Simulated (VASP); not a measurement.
Here is a VASP 6.6.1 calculation.

Contents of INCAR:

```
PREC = Normal
ENCUT = 520
EDIFF = 1E-4
ISMEAR = 0
SIGMA = 0.15
LREAL = F
LASPH = T
NELM = 60
ALGO = Fast
ISIF = 3
LWAVE = F
LCHARG = F
GGA = PE
IBRION = 2
NSW = 24
EDIFFG = -0.08
```

File KPOINTS:

```
regular mesh
0
Gamma
  3 3 4
```

Contents of POSCAR:

```
BeZn2Te3
1.0
    6.0036751700     -2.6141139900      0.0000000000
    6.0036751700      2.6141139900      0.0000000000
   -0.7821852600      0.0000000000      3.9006199500
Be Zn Te
1 2 3
Direct
    0.0000000000      0.0000000000      0.0000000000
    0.3357770700      0.3357770700      0.4213784600
    0.6642229300      0.6642229300      0.5786215400
    0.1466539100      0.1466539100      0.5891583600
    0.5000000000      0.5000000000      0.0000000000
    0.8533460900      0.8533460900      0.4108416400
```

Potentials or basis: VASP PAW PBE potentials, release 64 (Be, Zn, Te).

The run is started by

```sh
$ cat potpaw_PBE.64/Be/POTCAR potpaw_PBE.64/Zn/POTCAR potpaw_PBE.64/Te/POTCAR > POTCAR
$ mpirun -np 1 vasp_std > vasp.out
```

Task: Predict the band gap on the k mesh.

Result: None (metal or under the smearing width).

Task: Estimate the relaxed cell.

Result: a = 6.916 Å, b = 6.916 Å, c = 4.105 Å, α = 104.94°, β = 104.94°, γ = 48.86°.

Task: Estimate the relaxed volume.

Result: 23.64 Å³/atom.

Task: Estimate the space group after relaxing (to 0.05 Å).

Result: C2/m (No. 12).

Step by step:
| step | energy change (eV) | largest force (eV/Å) | pressure (GPa) | volume (Å³) |
| --- | --- | --- | --- | --- |
| 1 | 0.0000 | 1.1383 | 12.58 | 122.43 |
| 2 | -0.7446 | 0.3082 | -3.42 | 152.86 |
| 3 | -0.8665 | 0.2226 | -0.55 | 142.63 |
| 4 | -0.8659 | 0.2408 | 0.21 | 142.20 |
| 5 | -0.8794 | 0.1696 | -0.37 | 141.51 |
| 6 | -0.8924 | 0.2027 | 0.27 | 139.40 |
| 7 | -0.9046 | 0.1632 | 0.87 | 140.21 |
| 8 | -0.9175 | 0.1147 | -0.19 | 141.66 |
| 9 | -0.9196 | 0.1112 | -0.15 | 142.32 |
| 10 | -0.9165 | 0.1362 | -1.04 | 143.65 |
| 11 | -0.9196 | 0.1192 | -1.09 | 142.77 |
| 12 | -0.9197 | 0.1159 | -0.35 | 142.54 |
| 13 | -0.9288 | 0.1031 | -0.69 | 142.24 |
| 14 | -0.9516 | 0.0767 | -0.72 | 141.32 |
| 15 | -0.9596 | 0.1474 | 0.90 | 139.41 |
| 16 | -0.9643 | 0.0893 | 0.53 | 140.21 |
| 17 | -0.9704 | 0.1190 | -0.06 | 142.15 |
| 18 | -0.9705 | 0.1110 | 0.08 | 141.97 |
| 19 | -0.9705 | 0.1170 | -0.07 | 142.09 |
| 20 | -0.9732 | 0.0879 | 0.18 | 141.96 |
| 21 | -0.9744 | 0.0777 | 0.28 | 141.84 |

Caveat: the k mesh is coarse (spacing up to 0.44 Å⁻¹), so the values aren't converged; the volume moved by over 15 % at a fixed basis, so the end points are rough; the relaxation stopped at a loose force limit of 0.08 eV/Å, so its end isn't a converged minimum. Spin-orbit coupling is left out, which matters for the levels of Te.
